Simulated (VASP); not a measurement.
VASP ran on this input.

KPOINTS:
```
Automatic mesh
0
Gamma
6 6 6
0 0 0
```

**INCAR**
```
SYSTEM = GaAs
PREC = Accurate
ENCUT = 400
EDIFF = 1E-6
NELM = 3
ALGO = Normal
LREAL = .FALSE.
LASPH = .TRUE.
ISMEAR = 0
SIGMA = 0.05
GGA = PE
LMAXMIX = 4
LWAVE = .FALSE.
LCHARG = .FALSE.
ISIF = 2
```

File POSCAR:
```
GaAs
1
    0.0000000000     2.8250000000     2.8250000000
    2.8250000000     0.0000000000     2.8250000000
    2.8250000000     2.8250000000     0.0000000000
Ga As
1 1
Direct
  0.0000000000   0.0000000000   0.0000000000
  0.2500000000   0.2500000000   0.2500000000
```

POTCAR, in this order: Ga_d As (PBE.64 set). Program: vasp_std.

Problem. Does this input run properly? What does VASP do?

Solution. There is a fault: NELM is too small, so the electronic loop ends before EDIFF is met. The run did not converge; its last values are not results. Against the sound run, the energy per atom (σ→0) decreases by 0.047 eV/atom; the pressure falls by 17.12 GPa; the band gap goes up by 0.17 eV.

File standard output:
```
 POSCAR found type information on POSCAR GaAs
 POSCAR found :  2 types and       2 ions
 Reading from existing POTCAR
 Reading from existing POTCAR
 LDA part: xc-table for (Slater+PW92), standard interpolation
 POSCAR, INCAR and KPOINTS ok, starting setup
 WAVECAR not read
 entering main loop
       N       E                     dE             d eps       ncg     rms          rms(c)
DAV:   1     0.726104958259E+02    0.72610E+02   -0.80506E+03   424   0.161E+03
DAV:   2    -0.307777141111E+01   -0.75688E+02   -0.73718E+02   451   0.294E+02
DAV:   3    -0.831883659387E+01   -0.52411E+01   -0.52208E+01   541   0.695E+01

 -----------------------------------------------------------------------------
|                                                                             |
|           W    W    AA    RRRRR   N    N  II  N    N   GGGG   !!!           |
|           W    W   A  A   R    R  NN   N  II  NN   N  G    G  !!!           |
|           W    W  A    A  R    R  N N  N  II  N N  N  G       !!!           |
|           W WW W  AAAAAA  RRRRR   N  N N  II  N  N N  G  GGG   !            |
|           WW  WW  A    A  R   R   N   NN  II  N   NN  G    G                |
|           W    W  A    A  R    R  N    N  II  N    N   GGGG   !!!           |
|                                                                             |
|     The electronic self-consistency was not achieved in the given           |
|     number of steps (NELM). The forces and other quantities evaluated       |
|     might not be reliable so examine the results carefully. If you find     |
|     spurious results, we suggest increasing NELM, if you were close to      |
|     convergence or switching to a different ALGO or adjusting the           |
|     density mixing parameters otherwise.                                    |
|                                                                             |
 -----------------------------------------------------------------------------

   1 F= -.83188366E+01 E0= -.83188366E+01  d E =-.126362E-14
```

**OUTCAR**
```
------------------------ aborting loop EDIFF was not reached (unconverged)  ----------------------------
  FORCE on cell =-STRESS in cart. coord.  units (eV):
  Direction    XX          YY          ZZ          XY          YZ          ZX
  --------------------------------------------------------------------------------------
  Total       -3.8633856     -3.8633856     -3.8633856     -0.0000000     -0.0000000     -0.0000000
  in kB     -137.2755791   -137.2755791   -137.2755791     -0.0000000     -0.0000000     -0.0000000
  external PRESSURE =    -137.2755791 kB  Pullay stress =       0.0000000 kB
  volume of cell :       45.09
      direct lattice vectors                 reciprocal lattice vectors
     0.000000000  2.825000000  2.825000000    -0.176991150  0.176991150  0.176991150
     2.825000000  0.000000000  2.825000000     0.176991150 -0.176991150  0.176991150
     2.825000000  2.825000000  0.000000000     0.176991150  0.176991150 -0.176991150
  FREE ENERGIE OF THE ION-ELECTRON SYSTEM (eV)
  ---------------------------------------------------
  free  energy   TOTEN  =        -8.3188365939 eV

  energy  without entropy=       -8.3188365939  energy(sigma->0) =       -8.31883659
```
(Selected blocks of OUTCAR.)

To mend it, set NELM = 100.

The mended run (PBE GGA, plane waves, VASP's PBE PAW potentials (set 64)) converges, and its OSZICAR ends with
```
   1 F= -.82238594E+01 E0= -.82238594E+01  d E =-.140983E-10
```

The compound is GaAs in the zinc blende structure. The cell was not relaxed at this level.
